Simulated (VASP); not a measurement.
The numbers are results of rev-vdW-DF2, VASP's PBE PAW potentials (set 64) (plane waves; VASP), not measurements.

VASP input:

**INCAR**
```
# general
SYSTEM   = Pd
PREC     = Accurate
ENCUT    = 520
LREAL    = .FALSE.
LASPH    = .TRUE.

# electronic loop
EDIFF    = 1E-6
NELM     = 100
ALGO     = Normal
LMAXMIX  = 4

# smearing
ISMEAR   = 1
SIGMA    = 0.1

# functional
GGA      = MK
LUSE_VDW = .TRUE.
AGGAC    = 0.0
PARAM1   = 0.1234568
PARAM2   = 0.7114
ZAB_VDW  = -1.8867

# ions
IBRION   = 2
NSW      = 60
ISIF     = 3
EDIFFG   = -0.01

# output
LWAVE    = .FALSE.
LCHARG   = .FALSE.
```

**POSCAR**
```
Pd
1.0
  0.0000000000   1.9450000000   1.9450000000
  1.9450000000   0.0000000000   1.9450000000
  1.9450000000   1.9450000000   0.0000000000
Pd
1
Cart
  0.0000000000   0.0000000000   0.0000000000
```

**KPOINTS**
```
K-points
0
Gamma
 14 14 14
```

POTCAR, in this order: Pd (PBE.64 set). Program: vasp_std.

Output of the run:

**OSZICAR**
```
       N       E                     dE             d eps       ncg     rms          rms(c)
DAV:   1     0.420078019312E+02    0.42008E+02   -0.53830E+03  1896   0.105E+03
DAV:   2    -0.263586727082E+01   -0.44644E+02   -0.43327E+02  2009   0.195E+02
DAV:   3    -0.300172152313E+01   -0.36585E+00   -0.36360E+00  2216   0.209E+01
DAV:   4    -0.300342053327E+01   -0.16990E-02   -0.16988E-02  2173   0.133E+00
DAV:   5    -0.300344131736E+01   -0.20784E-04   -0.20783E-04  2257   0.127E-01    0.794E+00
DAV:   6    -0.270318043337E+01    0.30026E+00   -0.13599E+00  1919   0.111E+01    0.376E+00
DAV:   7    -0.269175932092E+01    0.11421E-01   -0.62634E-03  2090   0.802E-01    0.201E+00
DAV:   8    -0.268738378780E+01    0.43755E-02   -0.12197E-03  1979   0.327E-01    0.514E-02
DAV:   9    -0.268738572157E+01   -0.19338E-05   -0.18215E-05  2764   0.434E-02    0.154E-02
DAV:  10    -0.268738941952E+01   -0.36980E-05   -0.23330E-06  2036   0.178E-02    0.342E-03
DAV:  11    -0.268738925649E+01    0.16303E-06   -0.12764E-08  1019   0.142E-03
   1 F= -.26873893E+01 E0= -.26868232E+01  d E =-.268739E+01
       N       E                     dE             d eps       ncg     rms          rms(c)
DAV:   1    -0.286808367043E+01   -0.18069E+00   -0.35059E+00  1899   0.213E+01    0.284E+00
DAV:   2    -0.268531942292E+01    0.18276E+00   -0.97849E-01  1890   0.890E+00    0.851E-01
DAV:   3    -0.268488981152E+01    0.42961E-03   -0.23713E-03  2064   0.437E-01    0.514E-01
DAV:   4    -0.268502565390E+01   -0.13584E-03   -0.18216E-03  2103   0.365E-01    0.237E-02
DAV:   5    -0.268504449550E+01   -0.18842E-04   -0.28456E-05  2213   0.394E-02    0.127E-02
DAV:   6    -0.268504497245E+01   -0.47695E-06   -0.37435E-06  2036   0.190E-02
   2 F= -.26850450E+01 E0= -.26844607E+01  d E =0.234428E-02
       N       E                     dE             d eps       ncg     rms          rms(c)
DAV:   1    -0.275860628838E+01   -0.73562E-01   -0.12705E+00  1899   0.127E+01    0.184E+00
DAV:   2    -0.268906069705E+01    0.69546E-01   -0.37262E-01  1890   0.568E+00    0.408E-01
DAV:   3    -0.268909815255E+01   -0.37456E-04   -0.76663E-04  1976   0.354E-01    0.237E-01
DAV:   4    -0.268926589507E+01   -0.16774E-03   -0.75205E-04  2121   0.233E-01    0.173E-02
DAV:   5    -0.268926826399E+01   -0.23689E-05   -0.56232E-06  2000   0.219E-02    0.661E-03
DAV:   6    -0.268926884699E+01   -0.58301E-06   -0.92800E-07  2023   0.995E-03
   3 F= -.26892688E+01 E0= -.26886950E+01  d E =-.187959E-02
```

### OUTCAR
```
------------------------ aborting loop because EDIFF is reached ----------------------------------------
  FORCE on cell =-STRESS in cart. coord.  units (eV):
  Direction    XX          YY          ZZ          XY          YZ          ZX
  --------------------------------------------------------------------------------------
  Total       -0.0000862     -0.0000862     -0.0000862      0.0000000      0.0000000      0.0000000
  in kB       -0.0092463     -0.0092463     -0.0092463      0.0000000      0.0000000      0.0000000
  external PRESSURE =      -0.0092463 kB  Pullay stress =       0.0000000 kB
  volume of cell :       14.93
      direct lattice vectors                 reciprocal lattice vectors
     0.000000000  1.954597509  1.954597509    -0.255807141  0.255807141  0.255807141
     1.954597509  0.000000000  1.954597509     0.255807141 -0.255807141  0.255807141
     1.954597509  1.954597509  0.000000000     0.255807141  0.255807141 -0.255807141
 POSITION                                       TOTAL-FORCE (eV/Angst)
 -----------------------------------------------------------------------------------
      0.00000      0.00000      0.00000         0.000000      0.000000      0.000000
 -----------------------------------------------------------------------------------
    total drift:                               -0.000000     -0.000000     -0.000000
  FREE ENERGIE OF THE ION-ELECTRON SYSTEM (eV)
  ---------------------------------------------------
  free  energy   TOTEN  =        -2.6892688470 eV

  energy  without entropy=       -2.6875473988  energy(sigma->0) =       -2.68869503

 reached required accuracy - stopping structural energy minimisation
```
(Selected blocks of OUTCAR.)

File CONTCAR:
```
Pd
   1.00000000000000
     0.0000000000000000    1.9545975089471876    1.9545975089471876
     1.9545975089471876    0.0000000000000000    1.9545975089471876
     1.9545975089471876    1.9545975089471876    0.0000000000000000
  Pd
     1
Direct
     0.0000000000000000    0.0000000000000000    0.0000000000000000
```

The compound is Pd in the fcc structure. This run relaxes it. Symmetry was kept, so distortions that lower it aren't found.
